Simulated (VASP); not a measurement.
All values below come from AM05 GGA, VASP's PBE PAW potentials (set 64) (plane waves; VASP).

A VASP calculation is set up with these files.

### KPOINTS
```
Automatic mesh
0
Gamma
7 7 2
0 0 0
```

**INCAR**
```
! general
SYSTEM  = MoS2
PREC    = Accurate
ENCUT   = 520
LREAL   = .False.   ! projection in real space or not
LASPH   = .True.

! electronic loop
EDIFF   = 1E-6   ! SCF stop (eV)
NELM    = 100
ALGO    = Normal
LMAXMIX = 4   ! l cut-off of mixed one-centre charges

! smearing
ISMEAR  = 0   ! Gaussian
SIGMA   = 0.05

! functional
GGA     = AM

! ions
IBRION  = 2   ! conjugate gradients
NSW     = 60   ! most ionic steps
ISIF    = 3   ! ions, shape and volume
EDIFFG  = -0.02

! output
LWAVE   = .False.
LCHARG  = .False.
```

File POSCAR:
```
MoS2
1
    1.5690272755    -2.7176346898     0.0000000000
    1.5690272755     2.7176346898     0.0000000000
   -0.0000000000     0.0000000000    16.1412786832
Mo S
2 4
Direct
  0.3333330000   0.6666670000   0.2500000000
  0.6666670000   0.3333330000   0.7500000000
  0.3333330000   0.6666670000   0.8459865200
  0.6666670000   0.3333330000   0.3459865200
  0.6666670000   0.3333330000   0.1540134800
  0.3333330000   0.6666670000   0.6540134800
```

POTCAR, in this order: Mo_sv S (PBE.64 set). Program: vasp_std.

Without a dispersion term in the relaxation, distances and binding between the weakly bound layers, chains or molecules are unreliable, and so is what depends on them.

Task: What does the run give for the energy per atom (σ→0), volume per atom?

Result: 
The energy per atom (σ→0) is -7.584 eV/atom and the volume per atom is 22.99 Å^3/atom.

OSZICAR:
```
...
       N       E                     dE             d eps       ncg     rms          rms(c)
DAV:   1    -0.455051850210E+02   -0.10300E-02   -0.33782E-02  1006   0.133E+00    0.300E-01
DAV:   2    -0.455044441400E+02    0.74088E-03   -0.19651E-03  1041   0.292E-01    0.737E-02
DAV:   3    -0.455042964984E+02    0.14764E-03   -0.37080E-04  1181   0.108E-01    0.480E-02
DAV:   4    -0.455042811443E+02    0.15354E-04   -0.66673E-05  1221   0.505E-02    0.256E-02
DAV:   5    -0.455042777900E+02    0.33543E-05   -0.10180E-05  1118   0.158E-02    0.149E-02
DAV:   6    -0.455042771987E+02    0.59126E-06   -0.48888E-06   997   0.123E-02
   4 F= -.45504277E+02 E0= -.45504277E+02  d E =-.121413E-03
```

The compound is MoS2 in the 2H layered structure. This run relaxes it. Symmetry was kept, so distortions that lower it aren't found. The start is the result of an earlier pass.
